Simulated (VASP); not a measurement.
Level of theory: HSE06 screened hybrid, VASP's PBE PAW potentials (set 64) (plane waves; VASP).

VASP ran on this input.

### POSCAR
```
BiSi63
1
   10.9370747004     0.0000000000     0.0000000000
    0.0000000000    10.9370747004     0.0000000000
    0.0000000000     0.0000000000    10.9370747004
Si Bi
63 1
Direct
  0.4999337819   0.0001147259   0.0002936666
  0.6254826102   0.1244747622   0.1247246587
  0.7499806194   0.2499430943   0.0006317997
  0.8754961375   0.3745021447   0.1246954840
  0.7500031103   0.0004904503   0.2501582697
  0.8756736643   0.1244933068   0.3744591141
  0.9999951449   0.9999980189   0.9999877831
  0.1258943157   0.1258752632   0.1258446567
  0.2501644451   0.2501169317   0.9996585149
  0.3743845568   0.3743305107   0.1256373566
  0.4999363197   0.4999142165   0.0001789058
  0.6257308070   0.6257265453   0.1252779424
  0.7499706370   0.7499850516   0.9994724816
  0.8741734409   0.8741794552   0.1258718898
  0.2501732728   0.9998256696   0.2501907309
  0.3745263555   0.1257545300   0.3744688620
  0.4998081414   0.2469769027   0.2468825112
  0.6421176015   0.3587054173   0.3584842139
  0.7535741983   0.5008646579   0.2466421793
  0.8747413869   0.6258430854   0.3744702543
  0.4999747444   0.0000320614   0.4999940645
  0.6256648971   0.1254952374   0.6256417642
  0.7535307320   0.2466530899   0.5005730341
  0.8747629637   0.3742826835   0.6257897687
  0.7498874080   0.9996534755   0.7499204599
  0.8741755779   0.1258715361   0.8741483952
  0.9998888560   0.4999751708   0.0003846317
  0.1244356256   0.6255149708   0.1246220220
  0.2499776362   0.7500786886   0.0006726282
  0.3744686309   0.8757291891   0.1246419672
  0.9996760461   0.2501359051   0.2501178782
  0.1255562535   0.3744544308   0.3743532854
  0.2467997851   0.4996628215   0.2467311358
  0.3584118203   0.6421331197   0.3582462523
  0.5007265081   0.7536131590   0.2465407284
  0.6257929220   0.8746564936   0.3744901560
  0.9998032554   0.9998761950   0.5000141726
  0.1243693512   0.1243068732   0.6254783902
  0.2465056999   0.2466269067   0.4996775358
  0.3568218237   0.3574586894   0.6434934338
  0.6418970338   0.6417224880   0.6424691804
  0.7531843560   0.7531710570   0.4997191495
  0.8753297320   0.8755234039   0.6254865658
  0.2501037818   0.0005261516   0.7499603023
  0.3745023958   0.1244088794   0.8757221750
  0.5006197743   0.2464988526   0.7537029886
  0.6257428181   0.3742368814   0.8748907102
  0.7536418843   0.4992555001   0.7537556726
  0.8757435340   0.6255319376   0.8757202955
  0.0005563064   0.7500739362   0.2501154117
  0.1244824211   0.8758142131   0.3744534554
  0.0000137465   0.4999844128   0.4999885122
  0.1252676303   0.6258780743   0.6256002792
  0.2465829300   0.7535950120   0.5005063576
  0.3743563390   0.8746892527   0.6257541082
  0.0005724274   0.2500372625   0.7500003903
  0.1243208120   0.3745556528   0.8759168051
  0.2460589361   0.5010839418   0.7540180627
  0.3743592159   0.6258919969   0.8749458554
  0.4994795541   0.7536090930   0.7536512418
  0.6255254451   0.8757971175   0.8757289738
  0.9994543097   0.7500495742   0.7499069167
  0.1258736608   0.8741911504   0.8741372486
  0.4991798714   0.4996127209   0.5009923621
```

**INCAR**
```
AEXX  =  0.25
ALGO  =  Normal
EDIFF  =  1E-5
ENCUT  =  400
GGA  =  PE
HFSCREEN  =  0.2
ISIF  =  0
ISMEAR  =  0
ISYM  =  0
LASPH  =  .TRUE.
LCHARG  =  .FALSE.
LHFCALC  =  .TRUE.
LMAXMIX  =  4
LREAL  =  Auto
LWAVE  =  .FALSE.
NELECT  =  258.0
NELM  =  50
NELMIN  =  4
PREC  =  Normal
PRECFOCK  =  Fast
SIGMA  =  0.05
SYSTEM  =  BiSi63
```

KPOINTS:
```
Automatic mesh
0
Gamma
1 1 1
0 0 0
```

POTCAR, in this order: Si Bi (PBE.64 set). Program: vasp_gam. Read from the step before: WAVECAR.

The cell is charged, with a uniform compensating background. The supercell is sampled at Γ alone, which is coarse: total energies, pressure and levels can be off, energies of defects by several tenths of an eV.

### Question
Predict the energy per atom (σ→0), largest force.

### Answer

```json
{
  "energy per atom (σ→0)": "-6.053 eV/atom",
  "largest_force": "0.148 eV/Å"
}
```

OSZICAR:
```
...
DAV:   4    -0.387423720614E+03    0.65772E-02   -0.19777E-03   358   0.894E-02    0.433E+00
DAV:   5    -0.387421365564E+03    0.23550E-02   -0.66835E-04   358   0.526E-02    0.247E+00
DAV:   6    -0.387420559002E+03    0.80656E-03   -0.26271E-04   366   0.317E-02    0.141E+00
DAV:   7    -0.387420292928E+03    0.26607E-03   -0.99683E-05   366   0.190E-02    0.798E-01
DAV:   8    -0.387420209628E+03    0.83300E-04   -0.33246E-05   270   0.112E-02    0.456E-01
DAV:   9    -0.387420187219E+03    0.22409E-04   -0.13126E-05   214   0.732E-03    0.259E-01
DAV:  10    -0.387420182658E+03    0.45609E-05   -0.47307E-06   182   0.458E-03
   1 F= -.38742018E+03 E0= -.38742018E+03  d E =-.322532E-15
```

The cell is a supercell with a defect, built from Si (diamond): Bi_Si, charge -1. The cell's shape comes from a PBE relaxation. The run is not spin-polarised, so no state with unpaired spins was tried.
